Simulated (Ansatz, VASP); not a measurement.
Li2Nb: VASP beside Ansatz

```
Li Nb
1.0
     0.00000    3.57392    3.57392
     3.57392    0.00000    3.57392
     3.57392    3.57392    0.00000
Li Nb
4 2
Direct
  0.62500 0.12500 0.62500
  0.62500 0.62500 0.12500
  0.12500 0.62500 0.62500
  0.62500 0.62500 0.62500
  0.25000 0.25000 0.25000
  0.00000 0.00000 0.00000
```

Change from the starting cell: species swapped into the YAl2 type (Fd-3m, No. 227).

Alike in both runs: functional PBE; k mesh 10 × 10 × 10; occupations gaussian, width 0.1 eV; collinear spin.

Ansatz relaxed the structure, and its values are those at the end. VASP's run is a single point on that final structure, the one shown.

```csv
,VASP,Ansatz
version,VASP 6.6.1,Ansatz 0.2.0
potentials or method,"VASP PAW PBE potentials, release 64 (Li_sv, Nb_sv)","scalar-relativistic, plane waves, PAW"
plane-wave cutoff (eV),520,420
valence electrons in the cell,38,38
```

Ansatz gave:

| Item | Value |
| --- | --- |
| gap on the k mesh at the Fermi level (eV) | none |
| net moment per atom (μB) | 0.17 |
| size of the moment on the site where the two differ most (μB) | 0.35 |

Q: Which values does VASP return?

A: gap on the k mesh at the Fermi level (eV): none; net moment per atom (μB): 0.18; size of the moment on the site where the two differ most (μB): 0.34.

Site moments also hang on the region over which each program counts them. A gap of «none» marks a metal or a gap that the smearing closes. The functional is the same, so the differences come from potentials, cutoffs and numerics.
